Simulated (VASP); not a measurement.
Input of a VASP 6.6.1 run:

Contents of INCAR:

```
SYSTEM = Si2W
ALGO     = Normal         ! electronic algorithm
EDIFF    = 1E-7           ! SCF threshold, eV
EDIFFG   = -0.005         ! ionic threshold
ENCUT    = 600            ! plane-wave cutoff, eV
GGA      = PS             ! functional
IBRION   = 2              ! ionic algorithm
ISIF     = 3              ! what is computed and relaxed
ISMEAR   = 1              ! smearing method
KPAR     = 4            
LASPH    = .TRUE.         ! aspherical terms in the spheres
LCHARG   = .FALSE.        ! write CHGCAR
LREAL    = .FALSE.        ! projectors in reciprocal space
LWAVE    = .FALSE.        ! write WAVECAR
NELM     = 80             ! most SCF steps
NSW      = 90             ! ionic steps
PREC     = Accurate       ! precision mode
SIGMA    = 0.1            ! smearing width, eV
```

Contents of KPOINTS:

```
k-points
0
G
  16 16 16
  0 0 0
```

The input POSCAR:

```
Si2W                                    
1.0
   -1.6019802463      1.6019802463      3.9105373523
    1.6019802463     -1.6019802463      3.9105373523
    1.6019802463      1.6019802463     -3.9105373523
  Si              W             
     2     1
Direct
     0.3344996567231073    0.3344996567231073    0.0000000000000000
     0.6655003432768927    0.6655003432768927    0.0000000000000000
     0.0000000000000000    0.0000000000000000    0.0000000000000000
```

Potentials or basis: VASP PAW PBE potentials, release 64 (Si, W_sv).

Launch:

```bash
$ cat potpaw_PBE.64/Si/POTCAR potpaw_PBE.64/W_sv/POTCAR > POTCAR
$ mpirun -np 4 vasp_std > vasp.out
```

Q: Estimate the band gap on the k mesh.

A: None (metal or under the smearing width).

Final structure:
```cif
data_structure
_symmetry_space_group_name_H-M 'P 1'
_symmetry_Int_Tables_number 1
_cell_length_a 4.5187
_cell_length_b 4.5187
_cell_length_c 4.5187
_cell_angle_alpha 138.468
_cell_angle_beta 138.468
_cell_angle_gamma 60.187
_cell_volume 40.14
loop_
_atom_site_label
_atom_site_type_symbol
_atom_site_fract_x
_atom_site_fract_y
_atom_site_fract_z
_atom_site_occupancy
Si1 Si 0.33446 0.33446 0.00000 1
Si2 Si 0.66554 0.66554 0.00000 1
W1 W 0.00000 0.00000 0.00000 1
```

 Spin-orbit coupling is left out, which matters for the levels of W.
